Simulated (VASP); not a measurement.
# KMgI3 (cubic perovskite), r²SCAN single-point calculation: Ansatz's output and VASP's

```xyz
5
Lattice="5.8139 0.0000 0.0000 0.0000 5.8139 0.0000 0.0000 0.0000 5.8139" Properties=species:S:1:pos:R:3 pbc="T T T"
K     0.0000    0.0000    0.0000
Mg    2.9069    2.9069    2.9069
I     2.9069    2.9069    0.0000
I     2.9069    0.0000    2.9069
I     0.0000    2.9069    2.9069
```

Ansatz printed

```
SCF 1 converged in 6 iterations: F = -26059.559603 eV  dr2 = 7.76e-9
  greatest PAW one-centre occupation: 1.000 electrons in one spin orbital (limit 2), on the Mg atom at site 1 (counted from 0), in its partial waves of l = 0
NSCF: frozen V_eff on 4 k-points
SCF converged after 6 iterations
Free energy (F): -26059.559603 eV
Harris-Foulkes:  -26059.559603 eV  (|F-HF|=1.26e-9)
Internal energy: -26059.559603 eV  (E = F + TS)
E sigma→0 (E₀):  -26059.559603 eV
Fermi energy:    3.723072 eV
--- Per-component energies (eV) ---
  E_band       = -1742.058150
  E_kinetic    = 895.161303
  E_local      = -9028.236044  (includes V_loc(G=0)·N_el)
  E_nonlocal   = -162.133329
  E_hartree    = 4258.105313
  E_xc         = -523.775806
  E_vxc        = -644.880048  (∫ρ·V_xc dr)
  E_paw        = -15603.278965  (= ΣΔE_a)
  E_vpaw       = -1356.813211  (= ΣTr[D̂ρ^β])
  E_aug_tail   = -0.000085  (compensation charges beyond the density's cutoff)
  E_vtau       = 38.629286  (kinetic-family band-sum trace: ∫τ·v_τ [+ j·A + Jᵃ·Aᵃ] dr)
  E_ewald      = -5895.398756
  E_core_change = -0.003234  (= ΣΔE_core)
  E_smearing   = -0.000000  (= −TS)
  E_closure    = -0.000000  (closes the sum)
  Σ components = -26059.559603   (vs F -26059.559603, Δ=0.00e0)
--- Forces (eV/Å), atoms counted from 1 ---
  atom   1  K     -0.00000000     0.00000000     0.00000000
  atom   2  Mg     0.00000000    -0.00000000     0.00000000
  atom   3  I      0.00000000    -0.00000000    -0.00000000
  atom   4  I      0.00000000    -0.00000000    -0.00000000
  atom   5  I      0.00000000    -0.00000000     0.00000000
  max |Σ_I F_I| component: 1.07e-28 eV/Å
--- Stress (GPa, compression-positive) ---
        0.005757      -0.000000       0.000000
        0.000000       0.005757       0.000000
       -0.000000       0.000000       0.005757
  P = ⅓ Tr σ = 0.0058 GPa (0.058 kbar)
--- Band table (eV; the first three rows and the last of 10) ---
  k-point 0: bands = ["-75.1582", "-40.8941", "-40.8933", "-40.8933", "-40.8573", "-40.8573", "-40.8573", "-40.8555", "-40.8555", "-40.8555", "-40.7770", "-40.7770", "-40.7770", "-40.7760", "-40.7760", "-40.7752", "-40.2543", "-40.2543", "-40.2543", "-27.2124", "-9.8986", "-9.8986", "-9.8986", "-8.6074", "-7.7316", "-7.7316", "0.5568", "0.5568", "0.5568", "2.8521", "2.8521", "2.8521", "3.2003", "3.2003", "3.2003", "5.5938", "7.7418", "9.2453", "9.2453", "9.3848"]
  k-point 1: bands = ["-75.1582", "-40.8945", "-40.8937", "-40.8933", "-40.8573", "-40.8570", "-40.8570", "-40.8558", "-40.8558", "-40.8555", "-40.7770", "-40.7770", "-40.7770", "-40.7760", "-40.7759", "-40.7753", "-40.2543", "-40.2543", "-40.2534", "-27.2124", "-9.9061", "-9.8983", "-9.8983", "-8.5003", "-7.8474", "-7.7280", "0.6730", "0.6730", "0.6830", "2.5646", "2.6648", "2.6648", "2.7271", "3.0914", "3.0914", "6.4555", "8.4476", "9.5148", "9.6131", "9.9116"]
  k-point 2: bands = ["-75.1582", "-40.8952", "-40.8938", "-40.8933", "-40.8573", "-40.8564", "-40.8564", "-40.8564", "-40.8564", "-40.8555", "-40.7770", "-40.7770", "-40.7770", "-40.7760", "-40.7758", "-40.7755", "-40.2543", "-40.2543", "-40.2526", "-27.2124", "-9.9134", "-9.8979", "-9.8979", "-8.3267", "-8.0301", "-7.7244", "0.8187", "0.8187", "0.9086", "1.9658", "2.4011", "2.4011", "2.6116", "3.0473", "3.0473", "7.7464", "9.1229", "9.3862", "10.0607", "10.7179"]
  k-point 9: bands = ["-75.1582", "-40.8952", "-40.8952", "-40.8952", "-40.8566", "-40.8566", "-40.8566", "-40.8563", "-40.8563", "-40.8563", "-40.7773", "-40.7769", "-40.7769", "-40.7758", "-40.7758", "-40.7758", "-40.2525", "-40.2525", "-40.2525", "-27.2123", "-9.9015", "-9.9015", "-9.9015", "-8.0067", "-8.0067", "-8.0067", "-1.1530", "1.3149", "1.3149", "1.3149", "2.6634", "2.6634", "3.7231", "3.7231", "3.7231", "8.0576", "8.7721", "8.7721", "8.7721", "10.9678"]
```

Each program uses its own PAW datasets. VASP's cell holds 32 valence electrons and Ansatz's 70. Ansatz's stress includes a Pulay correction; VASP's doesn't.

Question: What does VASP give for the same cell and level of theory?

Answer: gap between bands v and c 1.83 eV; least direct gap 2.36 eV; pressure -0.1 GPa.

From OUTCAR

```
k-points           NKPTS =     10   k-points in BZ     NKDIM =     10   number of bands    NBANDS=     24

   NELECT =      32.0000    total number of electrons

   dimension x,y,z NGX =    48 NGY =   48 NGZ =   48
   dimension x,y,z NGXF=    96 NGYF=   96 NGZF=   96

  energy-cutoff  :      520.00
  volume of cell :      196.51
      direct lattice vectors                 reciprocal lattice vectors
     5.813856606  0.000000000  0.000000000     0.172002866  0.000000000  0.000000000
     0.000000000  5.813856606  0.000000000     0.000000000  0.172002866  0.000000000
     0.000000000  0.000000000  5.813856606     0.000000000  0.000000000  0.172002866

 k-points in reciprocal lattice and weights: KPOINTS created by Atomic Simulation Env
   0.00000000  0.00000000  0.00000000       0.016
   0.25000000  0.00000000  0.00000000       0.094
   0.50000000  0.00000000  0.00000000       0.047
   0.25000000  0.25000000  0.00000000       0.188
   0.50000000  0.25000000  0.00000000       0.188
   0.50000000  0.50000000  0.00000000       0.047
   0.25000000  0.25000000  0.25000000       0.125
   0.50000000  0.25000000  0.25000000       0.188
   ...

 E-fermi :   1.2388

 k-point     1 :       0.0000    0.0000    0.0000
  band No.  band energies     occupation
      1     -29.8455      2.00000
      2     -12.5312      2.00000
      3     -12.5312      2.00000
      4     -12.5312      2.00000
      5     -11.1705      2.00000
      6     -10.2947      2.00000
      7     -10.2947      2.00000
      8      -2.0053      2.00000
      9      -2.0053      2.00000
     10      -2.0053      2.00000
     11       0.2957      2.00000
     12       0.2957      2.00000
     13       0.2957      2.00000
     14       0.6422      2.00000
     15       0.6422      2.00000
     16       0.6422      2.00000
     17       2.9981      0.00000
     18       5.1801      0.00000
     19       6.6773      0.00000
     20       6.6773      0.00000
     21       6.8147      0.00000
     22       6.8147      0.00000
     23       6.8147      0.00000
     24       9.6099      0.00000

 k-point     2 :       0.2500    0.0000    0.0000
  band No.  band energies     occupation
      1     -29.8455      2.00000
      2     -12.5383      2.00000
      3     -12.5309      2.00000
      4     -12.5309      2.00000
      5     -11.0639      2.00000
      6     -10.4111      2.00000
      7     -10.2912      2.00000
      8      -1.8892      2.00000
      9      -1.8892      2.00000
     10      -1.8801      2.00000
     11       0.0048      2.00000
     12       0.1081      2.00000
     13       0.1081      2.00000
     14       0.1706      2.00000
     15       0.5336      2.00000
     16       0.5336      2.00000
     17       3.8639      0.00000
     18       5.8854      0.00000
     19       6.9474      0.00000
     20       7.0424      0.00000
     21       7.3438      0.00000
     22       7.5165      0.00000
     23       7.5165      0.00000
     24       8.9290      0.00000

 k-point     3 :       0.5000    0.0000    0.0000
  band No.  band energies     occupation
      1     -29.8454      2.00000
      2     -12.5451      2.00000
      3     -12.5306      2.00000
      4     -12.5306      2.00000
      5     -10.8907      2.00000
      6     -10.5944      2.00000
      7     -10.2876      2.00000
      8      -1.7436      2.00000
      9      -1.7436      2.00000
     10      -1.6571      2.00000
     11      -0.5920      2.00000
     12      -0.1559      2.00000
     13      -0.1559      2.00000
     14       0.0549      2.00000
     15       0.4899      2.00000
     16       0.4899      2.00000
     17       5.1547      0.00000
     18       6.5524      0.00000
     19       6.8219      0.00000
     20       7.4870      0.00000
     21       8.1518      0.00000
     22       8.2840      0.00000
     23       8.3807      0.00000
     24       8.6795      0.00000

 k-point     4 :       0.2500    0.2500    0.0000
  band No.  band energies     occupation
      1     -29.8454      2.00000
      2     -12.5380      2.00000
      3     -12.5349      2.00000
      4     -12.5306      2.00000
      5     -10.9680      2.00000
      6     -10.4399      2.00000
      7     -10.3587      2.00000
      8      -2.3475      2.00000
      9      -1.7630      2.00000
     10      -1.2139      2.00000
     11      -0.6890      2.00000
     12       0.0076      2.00000
     13       0.0485      2.00000
     14       0.2923      2.00000
     15       0.3226      2.00000
     16       0.7174      2.00000
     17       4.4314      0.00000
     18       6.4050      0.00000
     19       7.3637      0.00000
     20       7.4185      0.00000
     21       7.5104      0.00000
     22       7.8854      0.00000
     23       8.1138      0.00000
     24       8.7620      0.00000

 ...

  Total       -0.0819162     -0.0819162     -0.0819162      0.0000000     -0.0000000      0.0000000
  in kB       -0.6678628     -0.6678628     -0.6678628      0.0000000     -0.0000000      0.0000000
  external PRESSURE =      -0.6678628 kB  Pullay stress =       0.0000000 kB

 POSITION                                       TOTAL-FORCE (eV/Angst)
 -----------------------------------------------------------------------------------
      0.00000      0.00000      0.00000         0.000000      0.000000      0.000000
      2.90693      2.90693      2.90693         0.000000      0.000000      0.000000
      2.90693      2.90693      0.00000         0.000000      0.000000      0.000000
      2.90693      0.00000      2.90693         0.000000      0.000000      0.000000
      0.00000      2.90693      2.90693         0.000000      0.000000      0.000000
 -----------------------------------------------------------------------------------
    total drift:                               -0.000000      0.000000     -0.000000

  FREE ENERGIE OF THE ION-ELECTRON SYSTEM (eV)
  ---------------------------------------------------
  free  energy   TOTEN  =       -90.4198192000 eV

  energy  without entropy=      -90.4198192000  energy(sigma->0) =      -90.41981920
```
